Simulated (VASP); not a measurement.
These are PBE GGA, VASP's PBE PAW potentials (set 64) (plane waves; VASP) values and carry that method's errors.

VASP input:

### POSCAR
```
Co
2.510
  0.5000000000  -0.8660254980   0.0000000000
  0.5000000000   0.8660254980   0.0000000000
  0.0000000000   0.0000000000   1.6215139442
Co
2
Cartesian
  0.5000000000   0.2886757434   0.4053784861
  0.5000000000  -0.2886757434   1.2161354582
```

### INCAR
```
ALGO  =  Normal   # blocked Davidson
LCHARG  =  .FALSE.
EDIFF  =  1E-6   # SCF stop (eV)
GGA  =  PE   # PBE
LMAXMIX  =  4   # l cut-off of mixed one-centre charges
LASPH  =  .TRUE.
PREC  =  Accurate
ENCUT  =  400   # plane-wave cut-off (eV)
ISMEAR  =  1
NELM  =  100   # most electronic steps
LREAL  =  .FALSE.
ISPIN  =  2   # spin-polarised
MAGMOM  =  1.8 1.8
ISIF  =  2
NUPDOWN  =  2
SIGMA  =  0.1
LORBIT  =  10
SYSTEM  =  Co
LWAVE  =  .FALSE.
```

File KPOINTS:
```
Automatic mesh
0
Gamma
15 15 8
0 0 0
```

POTCAR, in this order: Co (PBE.64 set). Program: vasp_std.

The resulting files:

**OSZICAR**
```
       N       E                     dE             d eps       ncg     rms          rms(c)
DAV:   1     0.704650523308E+02    0.70465E+02   -0.70312E+03  8228   0.130E+03
DAV:   2    -0.141915031061E+02   -0.84657E+02   -0.78550E+02  8114   0.237E+02
DAV:   3    -0.159779336944E+02   -0.17864E+01   -0.17363E+01  9738   0.480E+01
DAV:   4    -0.160070139228E+02   -0.29080E-01   -0.29072E-01 11716   0.466E+00
DAV:   5    -0.160072128739E+02   -0.19895E-03   -0.19894E-03  9921   0.369E-01    0.148E+01
DAV:   6    -0.143187418279E+02    0.16885E+01   -0.14381E+01  8625   0.774E+01    0.688E+00
DAV:   7    -0.138368003255E+02    0.48194E+00   -0.21605E+00  8835   0.287E+01    0.265E+00
DAV:   8    -0.138131117040E+02    0.23689E-01   -0.21922E-02 11514   0.193E+00    0.127E+00
DAV:   9    -0.138030080492E+02    0.10104E-01   -0.27385E-03 12076   0.875E-01    0.388E-01
DAV:  10    -0.138019092455E+02    0.10988E-02   -0.44931E-04 10932   0.287E-01    0.117E-01
DAV:  11    -0.138016990401E+02    0.21021E-03   -0.84251E-05 10891   0.135E-01    0.345E-02
DAV:  12    -0.138016998986E+02   -0.85850E-06   -0.74368E-06  9234   0.292E-02
   1 F= -.13801700E+02 E0= -.13800997E+02  d E =-.210892E-02  mag=     1.9999
```

**OUTCAR**
```
------------------------ aborting loop because EDIFF is reached ----------------------------------------
  FORCE on cell =-STRESS in cart. coord.  units (eV):
  Direction    XX          YY          ZZ          XY          YZ          ZX
  --------------------------------------------------------------------------------------
  Total       -1.7361099     -1.7361103     -1.8291032      0.0000000      0.0000000      0.0000000
  in kB     -125.2608222   -125.2608495   -131.9703200      0.0000000      0.0000000      0.0000000
  external PRESSURE =    -127.4973306 kB  Pullay stress =       0.0000000 kB
  volume of cell :       22.21
      direct lattice vectors                 reciprocal lattice vectors
     1.255000000 -2.173724000  0.000000000     0.398406375 -0.230020003  0.000000000
     1.255000000  2.173724000  0.000000000     0.398406375  0.230020003  0.000000000
     0.000000000  0.000000000  4.070000000     0.000000000  0.000000000  0.245700246
 POSITION                                       TOTAL-FORCE (eV/Angst)
 -----------------------------------------------------------------------------------
      1.25500      0.72458      1.01750        -0.000000     -0.000000      0.000000
      1.25500     -0.72458      3.05250         0.000000      0.000000      0.000000
 -----------------------------------------------------------------------------------
    total drift:                               -0.000024      0.000003     -0.000032
  FREE ENERGIE OF THE ION-ELECTRON SYSTEM (eV)
  ---------------------------------------------------
  free  energy   TOTEN  =       -13.8016998986 eV

  energy  without entropy=      -13.7995909819  energy(sigma->0) =      -13.80099693

 total charge

# of ion       s       p       d       tot
------------------------------------------
    1        0.472   0.495   7.259   8.227
    2        0.472   0.495   7.259   8.227
--------------------------------------------------
tot          0.945   0.990  14.518  16.453

 magnetization (x)

# of ion       s       p       d       tot
------------------------------------------
    1       -0.014  -0.046   1.084   1.024
    2       -0.014  -0.046   1.084   1.024
--------------------------------------------------
tot         -0.029  -0.092   2.168   2.048
```
(Selected blocks of OUTCAR.)

The compound is Co in the hcp structure. The cell was not relaxed at this level. The run is one of a series of settings (NUPDOWN = 2 against the base run), some of them coarse on purpose.
